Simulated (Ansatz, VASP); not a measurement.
# SiO2: VASP beside Ansatz, part 2 of 3

Wanted: the spread between two codes on one cell, functional and k mesh. The cell is taken from a series of runs on this material, whose earlier steps may have relaxed, scaled, displaced or heated it; both programs get it as it stands.

VASP 6.6.1 and Ansatz 0.2.0.

So far: Set-up; VASP: zone-centre phonons, LDA.

## 2. VASP: zone-centre phonons, LDA (continued)

Level of this step: LDA; plane waves and PAW (O, Si) (VASP).

From OUTCAR (step 2):

```text
ion  position               nearest neighbor table
   1  0.691  0.691  0.000-   5 1.75   5 1.75   6 1.87
   2  0.191  0.809  0.500-   6 1.75   6 1.75   5 1.87
   3  0.309  0.309  0.000-   5 1.75   5 1.75   6 1.87
   4  0.809  0.191  0.500-   6 1.75   6 1.75   5 1.87
   5  0.500  0.500  0.500-   1 1.75   3 1.75   1 1.75   3 1.75   2 1.87   4 1.87
   6  0.000  0.000  0.000-   2 1.75   4 1.75   2 1.75   4 1.75   3 1.87   1 1.87

  LATTYP: Found a simple tetragonal cell.
 ALAT       =     4.2795601427
 C/A-ratio  =     0.6131018612

 Subroutine GETGRP returns: Found 16 space group operations
 (whereof  8 operations were pure point group operations)

The static configuration has the point symmetry D_2h.
 The point group associated with its full space group is D_4h.

 Found     75 irreducible k-points:

   k-points           NKPTS =     75   k-points in BZ     NKDIM =     75   number of bands    NBANDS=     22

   dimension x,y,z NGX =    36 NGY =   36 NGZ =   24
   dimension x,y,z NGXF=    72 NGYF=   72 NGZF=   48

   ENCUT  =  600.0 eV  44.10 Ry    6.64 a.u.   8.55  8.55  5.24*2*pi/ulx,y,z

   NELECT =      32.0000    total number of electrons

 k-points in reciprocal lattice and weights: Automatic mesh
   0.00000000  0.00000000  0.00000000       0.002
   0.12500000  0.00000000  0.00000000       0.008
   0.25000000  0.00000000  0.00000000       0.008
   0.37500000  0.00000000  0.00000000       0.008
   0.50000000  0.00000000  0.00000000       0.004
   0.12500000  0.12500000  0.00000000       0.008
   0.25000000  0.12500000  0.00000000       0.016
   0.37500000  0.12500000  0.00000000       0.016
   0.50000000  0.12500000  0.00000000       0.008
[...]
0.50000000  0.37500000  0.50000000       0.008
   0.50000000  0.50000000  0.50000000       0.002

[...]
2     0.43774     3.80959     0.00000
    3     0.00000     0.00000     4.00672

 Eigenvectors and eigenvalues of the dynamical matrix
 ----------------------------------------------------

   1 f  =   26.807152 THz   168.434302 2PiTHz  894.190330 cm-1   110.865421 meV
             X         Y         Z           dx          dy          dz
      2.956982  2.956982  0.000000     0.353553    0.353553   -0.000000
      0.817202  3.462358  1.311903    -0.353553    0.353553   -0.000000
      1.322578  1.322578  0.000000    -0.353553   -0.353553    0.000000
      3.462358  0.817202  1.311903     0.353553   -0.353553    0.000000
      2.139780  2.139780  1.311903    -0.000000   -0.000000    0.000000
      0.000000  0.000000  0.000000     0.000000   -0.000000   -0.000000

   2 f  =   24.892336 THz   156.403159 2PiTHz  830.318951 cm-1   102.946383 meV
             X         Y         Z           dx          dy          dz
      2.956982  2.956982  0.000000    -0.334305   -0.272337    0.000000
      0.817202  3.462358  1.311903     0.194558    0.016146    0.000000
      1.322578  1.322578  0.000000    -0.334305   -0.272337   -0.000000
      3.462358  0.817202  1.311903     0.194558    0.016146   -0.000000
      2.139780  2.139780  1.311903     0.524153    0.421763    0.000000
      0.000000  0.000000  0.000000    -0.313170   -0.034978    0.000000

   3 f  =   24.892336 THz   156.403159 2PiTHz  830.318951 cm-1   102.946383 meV
             X         Y         Z           dx          dy          dz
      2.956982  2.956982  0.000000     0.016146   -0.194558    0.000000
      0.817202  3.462358  1.311903    -0.272337    0.334305    0.000000
      1.322578  1.322578  0.000000     0.016146   -0.194558   -0.000000
      3.462358  0.817202  1.311903    -0.272337    0.334305    0.000000
      2.139780  2.139780  1.311903    -0.034978    0.313170   -0.000000
      0.000000  0.000000  0.000000     0.421763   -0.524153   -0.000000

   4 f  =   22.424276 THz   140.895881 2PiTHz  747.993333 cm-1    92.739312 meV
             X         Y         Z           dx          dy          dz
      2.956982  2.956982  0.000000    -0.000000    0.000000   -0.435297
      0.817202  3.462358  1.311903     0.000000   -0.000000    0.435297
      1.322578  1.322578  0.000000     0.000000    0.000000   -0.435297
      3.462358  0.817202  1.311903     0.000000   -0.000000    0.435297
      2.139780  2.139780  1.311903    -0.000000   -0.000000    0.347899
      0.000000  0.000000  0.000000    -0.000000    0.000000   -0.347899

   5 f  =   21.543539 THz   135.362047 2PiTHz  718.615104 cm-1    89.096877 meV
             X         Y         Z           dx          dy          dz
      2.956982  2.956982  0.000000    -0.353553   -0.353553   -0.000000
      0.817202  3.462358  1.311903    -0.353553    0.353553   -0.000000
      1.322578  1.322578  0.000000     0.353553    0.353553    0.000000
      3.462358  0.817202  1.311903     0.353553   -0.353553    0.000000
      2.139780  2.139780  1.311903     0.000000    0.000000    0.000000
      0.000000  0.000000  0.000000    -0.000000   -0.000000    0.000000

   6 f  =   20.368613 THz   127.979767 2PiTHz  679.423782 cm-1    84.237775 meV
             X         Y         Z           dx          dy          dz
      2.956982  2.956982  0.000000     0.000000   -0.000000   -0.341913
      0.817202  3.462358  1.311903    -0.000000    0.000000   -0.341913
      1.322578  1.322578  0.000000     0.000000   -0.000000   -0.341913
      3.462358  0.817202  1.311903    -0.000000    0.000000   -0.341913
      2.139780  2.139780  1.311903    -0.000000    0.000000    0.515937
      0.000000  0.000000  0.000000    -0.000000    0.000000    0.515937

   7 f  =   17.233480 THz   108.281151 2PiTHz  574.847031 cm-1    71.271916 meV
             X         Y         Z           dx          dy          dz
      2.956982  2.956982  0.000000    -0.000000    0.000000    0.425669
      0.817202  3.462358  1.311903     0.000000    0.000000    0.564629
      1.322578  1.322578  0.000000     0.000000   -0.000000   -0.425669
      3.462358  0.817202  1.311903    -0.000000   -0.000000   -0.564629
      2.139780  2.139780  1.311903     0.000000   -0.000000   -0.000000
      0.000000  0.000000  0.000000     0.000000    0.000000    0.000000

   8 f  =   17.233480 THz   108.281151 2PiTHz  574.847031 cm-1    71.271916 meV
             X         Y         Z           dx          dy          dz
      2.956982  2.956982  0.000000     0.000000   -0.000000    0.564629
      0.817202  3.462358  1.311903    -0.000000   -0.000000   -0.425669
      1.322578  1.322578  0.000000    -0.000000    0.000000   -0.564629
      3.462358  0.817202  1.311903     0.000000    0.000000    0.425669
      2.139780  2.139780  1.311903     0.000000   -0.000000   -0.000000
      0.000000  0.000000  0.000000    -0.000000    0.000000   -0.000000

   9 f  =   16.900508 THz   106.189026 2PiTHz  563.740278 cm-1    69.894855 meV
             X         Y         Z           dx          dy          dz
      2.956982  2.956982  0.000000     0.353553   -0.353553    0.000000
      0.817202  3.462358  1.311903    -0.353553   -0.353553    0.000000
      1.322578  1.322578  0.000000    -0.353553    0.353553   -0.000000
      3.462358  0.817202  1.311903     0.353553    0.353553   -0.000000
      2.139780  2.139780  1.311903     0.000000    0.000000    0.000000
      0.000000  0.000000  0.000000     0.000000   -0.000000    0.000000

  10 f  =   15.268077 THz    95.932159 2PiTHz  509.288240 cm-1    63.143666 meV
             X         Y         Z           dx          dy          dz
      2.956982  2.956982  0.000000     0.417110   -0.238650   -0.000000
      0.817202  3.462358  1.311903    -0.342130    0.005130    0.000000
      1.322578  1.322578  0.000000     0.417110   -0.238650    0.000000
      3.462358  0.817202  1.311903    -0.342130    0.005130   -0.000000
      2.139780  2.139780  1.311903     0.270127    0.071302    0.000000
      0.000000  0.000000  0.000000    -0.383278    0.281100   -0.000000

  11 f  =   15.268077 THz    95.932159 2PiTHz  509.288240 cm-1    63.143666 meV
             X         Y         Z           dx          dy          dz
      2.956982  2.956982  0.000000     0.005130    0.342130   -0.000000
      0.817202  3.462358  1.311903    -0.238650   -0.417110   -0.000000
      1.322578  1.322578  0.000000     0.005130    0.342130    0.000000
      3.462358  0.817202  1.311903    -0.238650   -0.417110    0.000000
      2.139780  2.139780  1.311903     0.281100    0.383278   -0.000000
      0.000000  0.000000  0.000000     0.071302   -0.270127    0.000000

  12 f  =   11.523247 THz    72.402695 2PiTHz  384.374138 cm-1    47.656298 meV
             X         Y         Z           dx          dy          dz
      2.956982  2.956982  0.000000    -0.251081    0.101625   -0.000000
      0.817202  3.462358  1.311903    -0.265469    0.133266    0.000000
      1.322578  1.322578  0.000000    -0.251081    0.101625   -0.000000
      3.462358  0.817202  1.311903    -0.265469    0.133266    0.000000
      2.139780  2.139780  1.311903     0.552897   -0.535544   -0.000000
      0.000000  0.000000  0.000000     0.227134    0.180839    0.000000

  13 f  =   11.523247 THz    72.402695 2PiTHz  384.374138 cm-1    47.656298 meV
             X         Y         Z           dx          dy          dz
      2.956982  2.956982  0.000000     0.133266    0.265469    0.000000
      0.817202  3.462358  1.311903     0.101625    0.251081   -0.000000
      1.322578  1.322578  0.000000     0.133266    0.265469    0.000000
      3.462358  0.817202  1.311903     0.101625    0.251081   -0.000000
      2.139780  2.139780  1.311903     0.180839   -0.227134    0.000000
      0.000000  0.000000  0.000000    -0.535544   -0.552897   -0.000000
    [... 43 further lines ...]
      2.139780  2.139780  1.311903    -0.000000   -0.000000   -0.483538
      0.000000  0.000000  0.000000    -0.000000   -0.000000   -0.483538

 MACROSCOPIC STATIC DIELECTRIC TENSOR IONIC CONTRIBUTION
 ------------------------------------------------------
          11.396219    -0.000000     0.000000
          -0.000000    11.396219     0.000000
           0.000000     0.000000     4.762214
 ------------------------------------------------------

 ELASTIC MODULI CONTR FROM IONIC RELAXATION (kBar)
 Direction    XX          YY          ZZ          XY          YZ          ZX
 --------------------------------------------------------------------------------
 XX       -1241.0120   -263.7361    -96.6354      0.0000      0.0000      0.0000
 YY        -263.7361  -1241.0120    -96.6354     -0.0000      0.0000     -0.0000
 ZZ         -96.6354    -96.6354    -12.4119     -0.0000      0.0000      0.0000
 XY           0.0000     -0.0000     -0.0000   -115.7264     -0.0000     -0.0000
 YZ           0.0000      0.0000      0.0000     -0.0000    -91.6938     -0.0000
 ZX           0.0000     -0.0000      0.0000     -0.0000      0.0000   -117.4707
 --------------------------------------------------------------------------------

 PIEZOELECTRIC TENSOR IONIC CONTR  for field in x, y, z        (C/m^2)
          XX          YY          ZZ          XY          YZ          ZX
  --------------------------------------------------------------------------------
  x     0.00000     0.00000     0.00000    -0.00000     0.00000    -0.00000
  y    -0.00000     0.00000     0.00000     0.00000     0.00000    -0.00000
  z     0.00000    -0.00000    -0.00000     0.00000     0.00000    -0.00000
```

[end of part 2 of 3]

[Lines on the potential files, build, host, timing and source positions are cut from VASP's logs without a mark.]

[Logs are printed without paths, hosts, clocks, repeated set-up lines and the standing remarks that a program may print on its own settings, such as how far it seeks lower states.]

[Hosts, paths, dates, database ids (printed as entryN), source tags and the programs' standing remarks are cut or masked in the printed files.]
